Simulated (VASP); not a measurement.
MgO:

```
Mg O
1.0
     0.00000    2.12450    2.12450
     2.12450    0.00000    2.12450
     2.12450    2.12450    0.00000
Mg O
1 1
Direct
  0.00000 0.00000 0.00000
  0.50000 0.50000 0.50000
```

* Program: VASP 6.6.1
* Task: relaxation of cell and atoms
* Functional: RPBE
* Potentials or basis: VASP PAW PBE potentials, release 64 (Mg, O)
* Cutoff: 600 eV
* k mesh: 10 × 10 × 10
* Occupations: gaussian, width 0.02 eV
* Spin: no spin polarisation

At the start: pressure 4.0 GPa; volume 9.59 Å³/atom.

How do energy, volume and symmetry change on relaxing?

Over 3 steps the energy falls by 3.2 meV/atom and the volume is 9.85 Å³/atom (+2.7 %); space group Fm-3m (No. 225, to 0.05 Å).

Step by step:
| step | energy change (eV) | largest force (eV/Å) | pressure (GPa) | volume (Å³) |
| --- | --- | --- | --- | --- |
| 1 | 0.0000 | 0.0000 | 4.02 | 19.18 |
| 2 | -0.0059 | 0.0000 | -1.04 | 19.85 |
| 3 | -0.0064 | 0.0000 | 0.00 | 19.70 |

Final structure:
```
CELL_PARAMETERS angstrom
0.00000 2.14371 2.14371
2.14371 0.00000 2.14371
2.14371 2.14371 0.00000
ATOMIC_POSITIONS crystal
Mg 0.00000 0.00000 0.00000
O 0.50000 0.50000 0.50000
```

Caveat: the PAW data sets were made with another functional, which shifts forces and pressure a little.
